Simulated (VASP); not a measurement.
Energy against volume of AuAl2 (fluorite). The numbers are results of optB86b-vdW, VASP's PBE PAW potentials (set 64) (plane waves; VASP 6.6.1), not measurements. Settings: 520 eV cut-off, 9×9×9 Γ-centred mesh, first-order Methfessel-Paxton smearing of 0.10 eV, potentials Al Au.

| V (Å³/atom) | E (eV/atom) |
|---|---|
| 17.695 | -2.36308 |
| 18.242 | -2.36959 |
| 18.789 | -2.36474 |
| 19.337 | -2.35040 |

Problem. Fit these four points and predict the energy of the run at 17.148 Å³/atom.

Solution. A cubic in V^(−2/3), the third-order Birch-Murnaghan form, passes through the four points with V0 = 18.27 Å³/atom and B0 = 110 GPa, and gives -2.3429 eV/atom there. The run gave -2.3431 eV/atom, -0.1 meV/atom from the fit; all five points give B0 = 110 GPa.

The compound is AuAl2 in the fluorite structure. It was relaxed first.
